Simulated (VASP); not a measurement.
Data:

```
CELL_PARAMETERS angstrom
      0.00000     2.81169     2.81169
      2.81169     0.00000     2.81169
      2.81169     2.81169     0.00000
ATOMIC_POSITIONS crystal
  As 0.00000 0.00000 0.00000
  Sb 0.50000 0.50000 0.50000
```

Method: PBE GGA, VASP's PBE PAW potentials (set 64) (plane waves; VASP). Run with 400 eV cut-off, 7×7×7 Γ-centred mesh, first-order Methfessel-Paxton smearing of 0.30 eV, potentials As Sb.

Unless said otherwise, spin-orbit coupling is left out, though it shifts the bands of the heavy elements here.

Estimate the energy per atom (σ→0), pressure, band gap (on the k-mesh) with the smallest direct gap where there is one.

| Item | Result |
|---|---|
| band gap (on the k-mesh) | none (metal, semimetal or under 0.01 eV) |
| energy per atom (σ→0) | -4.284 eV/atom |
| pressure | 10.13 GPa |

Total energies compare only between runs with the same potentials, cut-off and functional.

The structure was generated: SbAs was put into the rocksalt type (Fm-3m), which need not be its known phase. The cell was not relaxed at this level. The run is one of a series of settings (ISMEAR = 1, SIGMA = 0.3 against the base run), some of them coarse on purpose.
